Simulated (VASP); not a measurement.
Here is the system:

```
AsB
1.0
    0.00000     2.44015     2.44015
    2.44015     0.00000     2.44015
    2.44015     2.44015     0.00000
B As
1 1
Direct
  0.00000   0.00000   0.00000
  0.25000   0.25000   0.25000
```

Computed with r2SCAN meta-GGA, VASP's PBE PAW potentials (set 64) (plane waves; VASP). Numerical set-up: 520 eV cut-off, 10×10×10 Γ-centred mesh, Gaussian smearing of 0.050 eV, potentials B As.

Question: Give the stress tensor in GPa (positive for a compressed cell).

Answer: 
```
-7.33   0.00   0.00
 0.00  -7.33   0.00
 0.00   0.00  -7.33
```
The pressure is its mean diagonal, -7.33 GPa.

The compound is BAs in the zinc blende structure. This cell is one point of a volume scan, at 1.06 of the reference volume.
